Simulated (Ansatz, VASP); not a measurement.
**One calculation of Be3SnAu, two programs**

```xyz
5
Lattice="4.5601 0.0000 0.0000 0.0000 4.5601 0.0000 0.0000 0.0000 4.5601" Properties=species:S:1:pos:R:3 pbc="T T T"
Be    2.2800    0.0000    0.0000
Be    0.0000    2.2800    0.0000
Be    0.0000    0.0000    2.2800
Sn    0.0000    0.0000    0.0000
Au    2.2800    2.2800    2.2800
```

Change from the starting cell: species swapped into the BaTiO3 type (Pm-3m, No. 221).

Alike in both runs: functional PBE; k mesh 8 × 8 × 8; occupations gaussian, width 0.1 eV; no spin polarisation.

Ansatz relaxed the structure, and its values are those at the end. VASP's run is a single point on that final structure, the one shown.

|  | VASP | Ansatz |
| --- | --- | --- |
| version | VASP 6.6.1 | Ansatz 0.2.0 |
| potentials or method | VASP PAW PBE potentials, release 64 (Be, Sn_d, Au) | scalar-relativistic, plane waves, PAW |
| plane-wave cutoff (eV) | 520 | 420 |
| valence electrons in the cell | 31 | 39 |

Ansatz gave:

```
gap on the k mesh at the Fermi level (eV) : none
pressure (GPa)                            : 0.0
```

Problem. What did VASP give for the same quantities?

Solution. gap on the k mesh at the Fermi level (eV): none; pressure (GPa): -0.1.

A gap of «none» marks a metal or a gap that the smearing closes. The two sets of potentials don't hold the same shells in valence.

Spin-orbit coupling is left out, which matters for the levels of Au.
